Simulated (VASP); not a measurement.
# BaTi2Bi2O with PBEsol: from relaxation to properties

Wanted: the relaxed cell of BaTi2Bi2O and its properties. The steps: relaxing cell and atoms (PBEsol), second relaxation, single point with fields (PBEsol), band structure (PBEsol), total and projected DOS (PBEsol), electric field gradients (PBEsol) and independent-particle dielectric function (PBEsol). The start is a computed cell from the Materials Project.

Main program and level: VASP 6.6.1; PBEsol, no spin polarisation; plane waves and PAW (Ba_sv, Ti_sv, Bi_d, O).

### 1. The starting structure

Before any relaxation, the start is as follows. Symmetry: P4/mmm, No. 123, tetragonal system. Conventional cell: a = 4.115 Å, b = 4.115 Å, c = 8.707 Å, α = 90.00°, β = 90.00°, γ = 90.00°. Nearest to Ba lie 8 Bi at 3.65 Å. Nearest to Ti lie 2 O at 2.06 Å. Bi has 4 Ti at 2.98 Å nearest. Nearest to O lie 4 Ti at 2.06 Å. Farther neighbours and most contacts between anions are not listed.

### 2. Relaxing cell and atoms (PBEsol)

The start need not lie at this functional's minimum. ISIF = 3 frees volume, shape and positions, and EDIFFG sets the threshold on forces and stress at which the search stops. PBEsol restores the gradient expansion of exchange and is tuned for the cells of solids.

The input, INCAR:

```
SYSTEM = BaTi2Bi2O
PREC = Accurate
ENCUT = 520
EDIFF = 1E-06
NELM = 100
ISMEAR = 0
SIGMA = 0.05
LREAL = .FALSE.
ALGO = Normal
GGA = PS
NBANDS = 43
LASPH = .TRUE.
LORBIT = 11
LWAVE = .FALSE.
LCHARG = .FALSE.
KPAR = 4
IBRION = 2
NSW = 60
ISIF = 3
EDIFFG = -0.01
```

The input, POSCAR:

```
BaTi2Bi2O
1.0
    4.1153140000      0.0000000000      0.0000000000
    0.0000000000      4.1153140000      0.0000000000
    0.0000000000      0.0000000000      8.7072780000
Ba Ti Bi O
1 2 2 1
Direct
    0.5000000000      0.5000000000      0.5000000000
    0.0000000000      0.5000000000      0.0000000000
    0.5000000000      0.0000000000      0.0000000000
    0.0000000000      0.0000000000      0.2475640000
    0.0000000000      0.0000000000      0.7524360000
    0.5000000000      0.5000000000      0.0000000000
```

The input, KPOINTS:

```
Automatic mesh
0
Gamma
7 7 3
0 0 0
```

PAW data sets: Ba_sv, Ti_sv, Bi_d and O (PBE family, release 64).

Command:

```bash
$ mpirun -np 4 vasp_std
```

What it wrote:

```text
[banner, memory and clock lines left out]
running    4 mpi-ranks, on    1 nodes
 distrk:  each k-point on    1 cores,    4 groups
 distr:  one band on    1 cores,    1 groups

 POSCAR found type information on POSCAR BaTiBiO
 POSCAR found :  4 types and       6 ions
|                                                                             |
|               ----> ADVICE to this user running VASP <----                  |
|                                                                             |
|     You enforced a specific xc type in the INCAR file but a different       |
|     [... a line on the potential file left out ...]
|     I HOPE YOU KNOW WHAT YOU ARE DOING!                                     |
|                                                                             |

 LDA part: xc-table for (Slater+PW92), standard interpolation
 POSCAR, INCAR and KPOINTS ok, starting setup
 FFT: planning ... GRIDC
 FFT: planning ... GRID_SOFT
 FFT: planning ... GRID
 WAVECAR not read
 entering main loop
       N       E                     dE             d eps       ncg     rms          rms(c)
DAV:   1     0.942813773331E+03    0.94281E+03   -0.35081E+04  1720   0.188E+03
DAV:   2     0.975682932198E+02   -0.84525E+03   -0.82665E+03  1752   0.558E+02
DAV:   3    -0.354461868293E+02   -0.13301E+03   -0.13005E+03  2648   0.215E+02
DAV:   4    -0.455552662854E+02   -0.10109E+02   -0.99901E+01  2720   0.527E+01
DAV:   5    -0.462424684448E+02   -0.68720E+00   -0.68592E+00  2536   0.101E+01    0.182E+01
DAV:   6    -0.436006338603E+02    0.26418E+01   -0.74552E+01  2538   0.387E+01    0.138E+01
DAV:   7    -0.406025370287E+02    0.29981E+01   -0.29863E+01  2378   0.255E+01    0.613E+00
DAV:   8    -0.403737342061E+02    0.22880E+00   -0.24481E+00  2173   0.684E+00    0.260E+00
DAV:   9    -0.403416635086E+02    0.32071E-01   -0.11516E+00  2657   0.490E+00    0.188E+00
DAV:  10    -0.403072318351E+02    0.34432E-01   -0.20885E-01  2416   0.239E+00    0.677E-01
DAV:  11    -0.403080770329E+02   -0.84520E-03   -0.26156E-02  2269   0.813E-01    0.192E-01
DAV:  12    -0.403077005787E+02    0.37645E-03   -0.43460E-03  2400   0.275E-01    0.518E-02
DAV:  13    -0.403076635687E+02    0.37010E-04   -0.30512E-04  2400   0.101E-01    0.265E-02
DAV:  14    -0.403076811988E+02   -0.17630E-04   -0.55047E-05  2616   0.452E-02    0.715E-03
DAV:  15    -0.403076816656E+02   -0.46677E-06   -0.94569E-06  2258   0.195E-02
   1 F= -.40307682E+02 E0= -.40305286E+02  d E =-.403077E+02
 curvature:   0.00 expect dE= 0.000E+00 dE for cont linesearch  0.000E+00
 trial: gam= 0.00000 g(F)=  0.533E-02 g(S)=  0.265E+00 ort = 0.000E+00 (trialstep = 0.100E+01)
 search vector abs. value=  0.271E+00
 bond charge predicted
       N       E                     dE             d eps       ncg     rms          rms(c)
DAV:   1    -0.459458405485E+02   -0.56382E+01   -0.13502E+02  2102   0.102E+02    0.166E+01
DAV:   2    -0.430177812568E+02    0.29281E+01   -0.47332E+01  2229   0.412E+01    0.846E+00
DAV:   3    -0.407531448212E+02    0.22646E+01   -0.14429E+01  2470   0.226E+01    0.522E+00
DAV:   4    -0.402934210056E+02    0.45972E+00   -0.25786E+00  2432   0.113E+01    0.105E+00
DAV:   5    -0.403182439475E+02   -0.24823E-01   -0.56427E-01  2752   0.255E+00    0.102E+00
DAV:   6    -0.403296370838E+02   -0.11393E-01   -0.30961E-02  2481   0.805E-01    0.652E-01
DAV:   7    -0.403452970346E+02   -0.15660E-01   -0.22819E-02  2592   0.598E-01    0.197E-01
DAV:   8    -0.403467576798E+02   -0.14606E-02   -0.66213E-03  2832   0.329E-01    0.982E-02
DAV:   9    -0.403468180065E+02   -0.60327E-04   -0.61067E-04  2303   0.103E-01    0.709E-02
DAV:  10    -0.403469181945E+02   -0.10019E-03   -0.28940E-04  2298   0.952E-02    0.198E-02
DAV:  11    -0.403469183855E+02   -0.19103E-06   -0.36694E-05  2252   0.319E-02    0.487E-03
DAV:  12    -0.403469195211E+02   -0.11356E-05   -0.28344E-06  1797   0.830E-03    0.252E-03
DAV:  13    -0.403469194496E+02    0.71512E-07   -0.59166E-07  1052   0.542E-03
   2 F= -.40346919E+02 E0= -.40344333E+02  d E =-.392378E-01
[... from here on, the cycles between the ionic steps are left out ...]
   3 F= -.40390119E+02 E0= -.40387558E+02  d E =-.824378E-01
   4 F= -.40390095E+02 E0= -.40387529E+02  d E =-.824129E-01
   5 F= -.40391230E+02 E0= -.40388748E+02  d E =-.113508E-02
   6 F= -.40392404E+02 E0= -.40390114E+02  d E =-.230986E-02
   7 F= -.40392613E+02 E0= -.40390279E+02  d E =-.208208E-03
   8 F= -.40392622E+02 E0= -.40390296E+02  d E =-.217660E-03
   9 F= -.40392626E+02 E0= -.40390255E+02  d E =-.410902E-05
 trial-energy change:   -0.000004  1 .order   -0.000025   -0.000203    0.000153
 step:   0.6350(harm=  0.7509)  dis= 0.00119  next Energy=   -40.392669 (dE=-0.466E-04)
 bond charge predicted
       N       E                     dE             d eps       ncg     rms          rms(c)
DAV:   1    -0.403934295409E+02   -0.80368E-03   -0.43137E-02  2539   0.145E+00    0.205E-01
DAV:   2    -0.403932748127E+02    0.15473E-03   -0.71966E-03  2295   0.521E-01    0.131E-01
DAV:   3    -0.403927278407E+02    0.54697E-03   -0.30556E-03  2306   0.242E-01    0.585E-02
DAV:   4    -0.403926642119E+02    0.63629E-04   -0.36506E-04  2201   0.147E-01    0.981E-03
DAV:   5    -0.403926668603E+02   -0.26483E-05   -0.52727E-05  2746   0.289E-02    0.106E-02
DAV:   6    -0.403926674051E+02   -0.54480E-06   -0.17064E-06  1521   0.675E-03
  10 F= -.40392667E+02 E0= -.40390320E+02  d E =-.453031E-04
 curvature:  -0.57 expect dE=-0.205E-04 dE for cont linesearch -0.796E-05
 trial: gam= 0.00000 g(F)=  0.311E-10 g(S)=  0.359E-04 ort =-0.584E-04 (trialstep = 0.118E+01)
 search vector abs. value=  0.359E-04
 reached required accuracy - stopping structural energy minimisation
```

The job ended after 3.6 min (4 MPI ranks of Intel Xeon Platinum 8124M at 3.00GHz (Skylake/Cascade Lake), shared host; peak memory 1.4 GiB).

Lines that name or quote the potential files are left out of all logs, and their timing lines are given in words.

From OUTCAR (step 2):

```text
ion  position               nearest neighbor table
   1  0.500  0.500  0.500-   4 3.65   5 3.65   4 3.65   5 3.65   4 3.65   5 3.65   4 3.65   5 3.65

  LATTYP: Found a simple tetragonal cell.
 ALAT       =     4.1153140000
 C/A-ratio  =     2.1158234827

 Subroutine GETGRP returns: Found 16 space group operations
 (whereof 16 operations were pure point group operations)

The static configuration has the point symmetry D_4h.

 Found     20 irreducible k-points:

   k-points           NKPTS =     20   k-points in BZ     NKDIM =     20   number of bands    NBANDS=     43

   dimension x,y,z NGX =    32 NGY =   32 NGZ =   70
   dimension x,y,z NGXF=    64 NGYF=   64 NGZF=  140

   ENCUT  =  520.0 eV  38.22 Ry    6.18 a.u.   7.65  7.65 16.19*2*pi/ulx,y,z

   NELECT =      70.0000    total number of electrons

 k-points in reciprocal lattice and weights: Automatic mesh
   0.00000000  0.00000000  0.00000000       0.007
   0.14285714  0.00000000  0.00000000       0.027
   0.28571429  0.00000000  0.00000000       0.027
   0.42857143  0.00000000  0.00000000       0.027
   0.14285714  0.14285714  0.00000000       0.027
   0.28571429  0.14285714  0.00000000       0.054
   0.42857143  0.14285714  0.00000000       0.054
   0.28571429  0.28571429  0.00000000       0.027
   0.42857143  0.28571429  0.00000000       0.054
[...]
0.42857143  0.28571429  0.33333333       0.109
   0.42857143  0.42857143  0.33333333       0.054

 average (electrostatic) potential at core
       1 -33.6108       2 -74.2184       3 -74.2184       4-103.2704       5-103.2704
       6 -70.0744

 E-fermi :   6.9208

 k-point     1 :       0.0000    0.0000    0.0000
  band No.  band energies     occupation
    ...
     31       5.0347      2.00000
     32       5.3787      2.00000
     33       5.6142      2.00000
     34       6.6136      2.00000
     35       6.8384      1.98025
     36       7.2686      0.00000
     37       7.2686      0.00000
     38       7.7693      0.00000
     39       8.1051      0.00000
     40       8.1051      0.00000
    ...

 k-point     2 :       0.1429    0.0000    0.0000
  band No.  band energies     occupation
    ...
     31       5.1592      2.00000
     32       5.4393      2.00000
     33       5.5265      2.00000
     34       5.9300      2.00000
     35       6.3071      2.00000
     36       7.2810      0.00000
     37       7.5469      0.00000
     38       7.9425      0.00000
     39       7.9940      0.00000
     40       8.1154      0.00000
    ...

 k-point     3 :       0.2857    0.0000    0.0000
  band No.  band energies     occupation
    ...
     31       4.9067      2.00000
     32       5.4948      2.00000
     33       5.6311      2.00000
     34       5.8063      2.00000
     35       6.2894      2.00000
     36       7.3786      0.00000
     37       7.6644      0.00000
     38       7.7252      0.00000
     39       8.1451      0.00000
     40       8.3589      0.00000
    ...

  Total        0.0454737      0.0454737      0.0180731      0.0000000     -0.0000000      0.0000000
  in kB        0.5202810      0.5202810      0.2067803      0.0000000     -0.0000000      0.0000000
  external PRESSURE =       0.4157807 kB  Pullay stress =       0.0000000 kB

  energy-cutoff  :      520.00
  volume of cell :      140.03
      direct lattice vectors                 reciprocal lattice vectors
     4.057017468  0.000000000  0.000000000     0.246486491  0.000000000  0.000000000
     0.000000000  4.057017468  0.000000000     0.000000000  0.246486491 -0.000000000
     0.000000000  0.000000000  8.507844185     0.000000000 -0.000000000  0.117538589

 POSITION                                       TOTAL-FORCE (eV/Angst)
 -----------------------------------------------------------------------------------
      2.02851      2.02851      4.25392         0.000000      0.000000      0.000000
      0.00000      2.02851      0.00000         0.000000     -0.000000      0.000000
      2.02851      0.00000      0.00000         0.000000     -0.000000      0.000000
      0.00000      0.00000      2.11422         0.000000      0.000000      0.000018
      0.00000      0.00000      6.39362         0.000000     -0.000000     -0.000018
      2.02851      2.02851      0.00000         0.000000     -0.000000      0.000000
 -----------------------------------------------------------------------------------
    total drift:                                0.000000      0.000000     -0.000000

  FREE ENERGIE OF THE ION-ELECTRON SYSTEM (eV)
  ---------------------------------------------------
  free  energy   TOTEN  =       -40.3926674051 eV

  energy  without entropy=      -40.3879719010  energy(sigma->0) =      -40.39031965

 reached required accuracy - stopping structural energy minimisation

 total charge
# of ion       s       p       d       tot
------------------------------------------
    1        2.014   5.565   0.365   7.944
    2        2.176   6.141   1.966  10.283
    3        2.176   6.141   1.966  10.283
    4        1.439   1.686   9.898  13.023
    5        1.439   1.686   9.898  13.023
    6        1.557   3.463   0.000   5.021
--------------------------------------------------
tot         10.800  24.682  24.094  59.576

[... 3 further parts left out ...]
```

CONTCAR:

```
BaTi2Bi2O
   1.00000000000000
     4.0570174679404767    0.0000000000000000    0.0000000000000000
     0.0000000000000000    4.0570174679404767    0.0000000000000000
     0.0000000000000000    0.0000000000000000    8.5078441848501623
  Ba              Ti              Bi              O
     1     2     2     1
Direct
     0.5000000000000000    0.5000000000000000    0.5000000000000000
     0.0000000000000000    0.5000000000000000    0.0000000000000000
     0.5000000000000000    0.0000000000000000    0.0000000000000000
     0.0000000000000000    0.0000000000000000    0.2485024431259695
     0.0000000000000000    0.0000000000000000    0.7514975568740304
     0.5000000000000000    0.5000000000000000    0.0000000000000000
```

This run has no spin polarisation, although Ti can carry a moment. The k-mesh is coarse for a metal. Harder data sets than Ba_sv exist (the GW ones), and pressures, volumes and forces can shift noticeably with them. The PAW data sets were made with PBE, which is usual practice but a small mismatch for other functionals. The run keeps the 16 symmetry operations of its start, so it cannot find a distortion of lower symmetry.

Relaxation path:

```
step  energy less that of the first step (eV)  largest force (eV/Å)  pressure (GPa)  volume (Å³)
   1                                   0.0000                0.2350           -3.60       147.46
   2                                  -0.0392                0.3109            2.96       135.99
   3                                  -0.0824                0.0645           -0.04       140.62
   4                                  -0.0824                0.0713            0.03       140.49
   5                                  -0.0835                0.0649            0.04       140.34
   6                                  -0.0847                0.0506            0.06       139.98
   7                                  -0.0849                0.0009           -0.09       140.19
   8                                  -0.0849                0.0090           -0.09       140.15
   9                                  -0.0849                0.0102            0.05       139.91
  10                                  -0.0850                0.0000            0.04       140.03
```

```
conventional cell, symmetrised  before  after  change
                         a (Å)   4.115  4.057  -1.4 %
                         b (Å)   4.115  4.057  -1.4 %
                         c (Å)   8.707  8.508  -2.3 %
              volume (Å³/atom)   24.58  23.34  -5.0 %
```

Final coordinates:

```xyz
6
Lattice="4.0570 0.0000 0.0000 0.0000 4.0570 0.0000 0.0000 0.0000 8.5078" Properties=species:S:1:pos:R:3 pbc="T T T"
Ba    2.0285    2.0285    4.2539
Ti    0.0000    2.0285    0.0000
Ti    2.0285    0.0000    0.0000
Bi    0.0000    0.0000    2.1142
Bi    0.0000    0.0000    6.3936
O     2.0285    2.0285    0.0000
```

Numbers from this step:

* electrons: 70
* bands: 43
* irreducible k points: 20
* symmetry operations: 16
* free energy (TOTEN): -40.39 eV
* energy at zero smearing: -40.39 eV
* Fermi energy: 6.921 eV
* pressure: 0.04158 GPa
* metallic: yes
* SCF cycles over all ionic steps: 94

It ends with forces under 0.001 eV/Å and a pressure of 0.04 GPa.

[end of part 1 of 4]

[Lines on the potential files, build, host, timing and source positions are cut from VASP's logs without a mark.]

[Logs are printed without paths, hosts, clocks, repeated set-up lines and the standing remarks that a program may print on its own settings, such as how far it seeks lower states.]

[Hosts, paths, dates, database ids (printed as entryN), source tags and the programs' standing remarks are cut or masked in the printed files.]

[A measured line is paired with the nearest computed mode of its activity, which favours agreement.]
